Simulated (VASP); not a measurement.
VASP input:

File KPOINTS:
```
Automatic mesh
0
Gamma
4 4 2
0 0 0
```

### INCAR
```
SYSTEM = Zn
PREC = Accurate
ENCUT = 400
EDIFF = 1E-6
NELM = 100
ALGO = Normal
LREAL = .FALSE.
LASPH = .TRUE.
ISMEAR = 1
SIGMA = 0.1
GGA = PE
LMAXMIX = 4
LWAVE = .FALSE.
LCHARG = .FALSE.
ISIF = 2
```

### POSCAR
```
Zn
1
    2.5635670200    -4.4402299797     0.0000000000
    2.5635670200     4.4402299797     0.0000000000
    0.0000000000     0.0000000000     9.5410953000
Zn
2
Direct
  0.3333330000   0.6666670000   0.2500000000
  0.6666670000   0.3333330000   0.7500000000
```

POTCAR, in this order: Zn (PBE.64 set). Program: vasp_std.

Problem. What happens when VASP runs on this input?

Solution. There is a fault: the lattice was typed in bohr, and VASP reads ångström. The run ends without an error. Against the sound run, the energy per atom (σ→0) rises by 1.048 eV/atom; the pressure increases by 3.77 GPa; the volume grows by 570 %.

**standard output**
```
 POSCAR found type information on POSCAR Zn
 POSCAR found :  1 types and       2 ions
 Reading from existing POTCAR
 Reading from existing POTCAR
 LDA part: xc-table for (Slater+PW92), standard interpolation
 POSCAR, INCAR and KPOINTS ok, starting setup
 WAVECAR not read
 entering main loop
       N       E                     dE             d eps       ncg     rms          rms(c)
DAV:   1     0.817760612741E+02    0.81776E+02   -0.84956E+03   256   0.102E+03
DAV:   2     0.304129245871E+01   -0.78735E+02   -0.78416E+02   280   0.239E+02
DAV:   3    -0.689034430588E-01   -0.31102E+01   -0.31095E+01   296   0.574E+01
DAV:   4    -0.819595060880E-01   -0.13056E-01   -0.13056E-01   336   0.411E+00
DAV:   5    -0.820121591933E-01   -0.52653E-04   -0.52652E-04   288   0.196E-01    0.842E-02
DAV:   6    -0.822210768702E-01   -0.20892E-03   -0.82962E-05   304   0.667E-02    0.494E-02
DAV:   7    -0.822479637532E-01   -0.26887E-04   -0.17312E-04   280   0.913E-02    0.561E-03
DAV:   8    -0.822610841092E-01   -0.13120E-04   -0.77786E-06   336   0.333E-02    0.298E-03
DAV:   9    -0.822620420799E-01   -0.95797E-06   -0.33161E-06   240   0.204E-02
   1 F= -.82262042E-01 E0= -.84254568E-01  d E =0.597758E-02
```

**OUTCAR**
```
------------------------ aborting loop because EDIFF is reached ----------------------------------------
  FORCE on cell =-STRESS in cart. coord.  units (eV):
  Direction    XX          YY          ZZ          XY          YZ          ZX
  --------------------------------------------------------------------------------------
  Total       -0.2363840     -0.2363841     -0.2050393     -0.0000000      0.0000000      0.0000000
  in kB       -1.7436135     -1.7436148     -1.5124091     -0.0000000      0.0000000      0.0000000
  external PRESSURE =      -1.6665458 kB  Pullay stress =       0.0000000 kB
  volume of cell :      217.21
      direct lattice vectors                 reciprocal lattice vectors
     2.563567020 -4.440229980  0.000000000     0.195040737 -0.112606780  0.000000000
     2.563567020  4.440229980  0.000000000     0.195040737  0.112606780  0.000000000
     0.000000000  0.000000000  9.541095300     0.000000000  0.000000000  0.104809770
 POSITION                                       TOTAL-FORCE (eV/Angst)
 -----------------------------------------------------------------------------------
      2.56357      1.48008      2.38527         0.000000      0.000000      0.000000
      2.56357     -1.48008      7.15582        -0.000000     -0.000000      0.000000
 -----------------------------------------------------------------------------------
    total drift:                                0.000000      0.000312     -0.000002
  FREE ENERGIE OF THE ION-ELECTRON SYSTEM (eV)
  ---------------------------------------------------
  free  energy   TOTEN  =        -0.0822620421 eV

  energy  without entropy=       -0.0882396200  energy(sigma->0) =       -0.08425457
```
(Selected blocks of OUTCAR.)

To mend it, correct POSCAR, correct KPOINTS.
**POSCAR**
```
Zn
1
    1.3566000000    -2.3497010000     0.0000000000
    1.3566000000     2.3497010000     0.0000000000
    0.0000000000     0.0000000000     5.0490000000
Zn
2
Direct
  0.3333330000   0.6666670000   0.2500000000
  0.6666670000   0.3333330000   0.7500000000
```
### KPOINTS
```
Automatic mesh
0
Gamma
12 12 6
0 0 0
```
The mended run (PBE GGA, plane waves, VASP's PBE PAW potentials (set 64)) converges, and its OSZICAR ends with
```
   1 F= -.21799922E+01 E0= -.21802054E+01  d E =0.639610E-03
```

The compound is Zn in the hcp structure. The cell was not relaxed at this level.
